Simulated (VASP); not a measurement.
Input:

```
CELL_PARAMETERS angstrom
      5.09705     0.00000     0.00000
     -2.54853     4.41418     0.00000
      0.00000     0.00000     8.25103
ATOMIC_POSITIONS crystal
  Tl 0.33333 0.66667 0.99962
  Tl 0.66667 0.33333 0.49962
  Cl 0.33333 0.66667 0.37538
  Cl 0.66667 0.33333 0.87538
```

Calculation: PBE GGA, VASP's PBE PAW potentials (set 64) (plane waves; VASP). Run with 400 eV cut-off, Gaussian smearing of 0.050 eV, potentials Tl_d Cl.

Unless said otherwise, spin-orbit coupling is left out, though it shifts the bands of the heavy elements here.

Question: Give the energies of bands 13 to 23 at the high-symmetry points, in eV from the valence-band maximum.

Answer: 
| band | Γ | M | K | A | L | H |
|---|---|---|---|---|---|---|
| 13 | -4.07 | -4.18 | -4.12 | -3.77 | -4.13 | -4.15 |
| 14 | -3.36 | -4.02 | -4.12 | -3.77 | -4.13 | -4.15 |
| 15 | -1.43 | -1.89 | -1.94 | -1.35 | -1.58 | -1.78 |
| 16 | -1.43 | -1.68 | -1.67 | -1.35 | -1.58 | -1.78 |
| 17 | -1.27 | -1.53 | -1.67 | -1.35 | -1.55 | -1.51 |
| 18 | -1.26 | -1.42 | -1.61 | -1.35 | -1.55 | -1.51 |
| 19 | -1.26 | -0.44 | -0.06 | -0.89 | -0.32 | -0.16 |
| 20 | -0.73 | -0.07 | -0.06 | -0.89 | -0.32 | -0.16 |
| 21 | 4.20 | 3.83 | 4.42 | 4.22 | 3.68 | 4.10 |
| 22 | 5.07 | 4.00 | 4.72 | 4.22 | 3.68 | 4.10 |
| 23 | 5.07 | 5.18 | 4.72 | 5.25 | 5.38 | 4.61 |

The gap is indirect, 3.67 eV, from the valence maximum at K-Γ at 0.22 to the conduction minimum at L-M at 0.11.

The structure was generated: TlCl was put into the wurtzite type (P6_3mc), which need not be its known phase. It was relaxed first, which changed the volume by +100 %.
